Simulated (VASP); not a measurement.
Given:

```
Sn24O47
1.0
    9.64982     0.00000     0.00000
    0.00000     9.64982     0.00000
    0.00000     0.00000     9.71431
Sn O
24 47
Cartesian
  0.00000   0.00000   0.00000
  2.41246   2.41246   1.61905
  0.00000   0.00000   3.23810
  2.41246   2.41246   4.85715
  0.00000   0.00000   6.47621
  2.41246   2.41246   8.09525
  0.00000   4.82491   0.00000
  2.41246   7.23737   1.61905
  0.00000   4.82491   3.23810
  2.39800   7.19797   4.84520
  0.00000   4.82491   6.47621
  2.41246   7.23737   8.09525
  4.82491   0.00000   0.00000
  7.23737   2.41246   1.61905
  4.82491   0.00000   3.23810
  7.23737   2.41246   4.85715
  4.82491   0.00000   6.47621
  7.23737   2.41246   8.09525
  4.82491   4.82491   0.00000
  7.23737   7.23737   1.61905
  4.81350   4.78622   3.21153
  7.23737   7.23737   4.85715
  4.78831   4.83668   6.47895
  7.23737   7.23737   8.09525
  1.48125   1.48125   0.00000
  3.89370   0.93121   1.61905
  0.93121   3.89370   1.61905
  3.34366   3.34366   0.00000
  1.48125   1.48125   3.23810
  3.89370   0.93121   4.85715
  0.93121   3.89370   4.85715
  3.30071   3.36571   3.24036
  1.48125   1.48125   6.47621
  3.89370   0.93121   8.09525
  0.93121   3.89370   8.09525
  3.34641   3.30566   6.43817
  1.48125   6.30616   0.00000
  3.84744   5.75945   1.63877
  0.93121   8.71862   1.61905
  3.34366   8.16858   0.00000
  1.52050   6.34202   3.20060
  0.93121   8.71862   4.85715
  3.32272   8.20373   3.19454
  1.50939   6.32300   6.48275
  3.85958   5.71337   8.05678
  0.93121   8.71862   8.09525
  3.32886   8.12853   6.52511
  6.30616   1.48125   0.00000
  8.71862   0.93121   1.61905
  5.75612   3.89370   1.61905
  8.16858   3.34366   0.00000
  6.30616   1.48125   3.23810
  8.71862   0.93121   4.85715
  5.76739   3.84717   4.81744
  8.16858   3.34366   3.23810
  6.30616   1.48125   6.47621
  8.71862   0.93121   8.09525
  5.75612   3.89370   8.09525
  8.16858   3.34366   6.47621
  6.30616   6.30616   0.00000
  8.71862   5.75612   1.61905
  5.75612   8.71862   1.61905
  8.16858   8.16858   0.00000
  6.33728   6.27987   3.25030
  8.71862   5.75612   4.85715
  5.75612   8.71862   4.85715
  8.16858   8.16858   3.23810
  6.28397   6.33711   6.51282
  8.71862   5.75612   8.09525
  5.75612   8.71862   8.09525
  8.16858   8.16858   6.47621
```

Computed with PBE GGA, VASP's PBE PAW potentials (set 64) (plane waves; VASP). Settings: PREC = Normal, LREAL = Auto, ISYM = 0, EDIFF = 1E-5, 400 eV cut-off, 1×1×1 Γ-centred mesh, Gaussian smearing of 0.050 eV, potentials Sn O.

The supercell is sampled at Γ alone, which is coarse: total energies, pressure and levels can be off, energies of defects by several tenths of an eV.

### Question
The ions are relaxed. Which structure does the run end with?

### Answer

```
Sn24O47
1.0
    9.64982     0.00000     0.00000
    0.00000     9.64982     0.00000
    0.00000     0.00000     9.71431
Sn O
24 47
Cartesian
  0.03588   9.60990   9.71232
  2.40221   2.41302   1.61443
  9.60958   0.03618   3.21966
  2.39470   2.39946   4.85588
  9.60903   0.03663   6.49154
  2.40229   2.41292   8.09741
  9.64450   4.83098   9.71371
  2.42016   7.22732   1.62097
  9.64506   4.81445   3.23978
  2.27544   7.37232   4.85615
  9.64518   4.81446   6.47221
  2.41969   7.22708   8.09034
  4.81650   0.00301   9.71311
  7.26098   2.38588   1.60200
  4.83338   0.00234   3.23966
  7.23363   2.41381   4.85534
  4.83305   0.00245   6.47241
  7.26101   2.38685   8.10849
  4.81250   4.83334   9.71250
  7.23282   7.24367   1.61344
  4.90632   4.73900   3.13385
  7.24517   7.24967   4.85552
  4.90594   4.73933   6.57736
  7.23288   7.24376   8.09694
  1.47836   1.46291   9.71290
  3.87336   0.92914   1.63174
  0.93523   3.89430   1.62048
  3.34809   3.34714   9.71298
  1.47006   1.47850   3.23328
  3.86960   0.92366   4.85580
  0.91203   3.86603   4.85547
  3.33047   3.40046   3.26237
  1.46928   1.47950   6.47787
  3.87262   0.92829   8.08021
  0.93493   3.89421   8.09151
  3.33017   3.40016   6.44962
  1.48719   6.29456   9.71302
  3.89772   5.74708   1.62846
  0.94655   8.69876   1.65100
  3.35318   8.15987   9.71290
  1.55000   6.24563   3.27940
  0.86901   8.77673   4.85559
  3.40034   8.09800   3.27873
  1.54871   6.24660   6.43269
  3.89766   5.74745   8.08267
  0.94701   8.69904   8.05974
  3.40129   8.09703   6.43224
  6.30587   1.45966   9.71229
  8.72063   0.92553   1.59439
  5.78793   3.85755   1.56140
  8.18721   3.34143   9.71275
  6.27591   1.51355   3.23451
  8.69195   0.95461   4.85539
  5.70173   3.94458   4.85563
  8.13245   3.37181   3.23416
  6.27584   1.51416   6.47654
  8.72041   0.92574   8.11652
  5.78798   3.85811   8.14959
  8.13364   3.37107   6.47640
  6.29812   6.29783   9.71246
  8.71759   5.77374   1.63137
  5.75326   8.71202   1.62004
  8.18289   8.16756   9.71264
  6.24409   6.31587   3.26147
  8.72254   5.77667   4.85574
  5.78005   8.73448   4.85592
  8.16625   8.17602   3.23344
  6.24453   6.31553   6.44884
  8.71722   5.77327   8.08016
  5.75336   8.71229   8.09173
  8.16613   8.17618   6.47783
```

### Question
How much energy does the relaxation gain?

### Answer
The energy (σ→0) changes by -13.1 meV/atom, in 23 ionic steps.

The cell is a supercell with a defect, built from SnO2 (rutile): vac_O. The run is not spin-polarised, so no state with unpaired spins was tried.
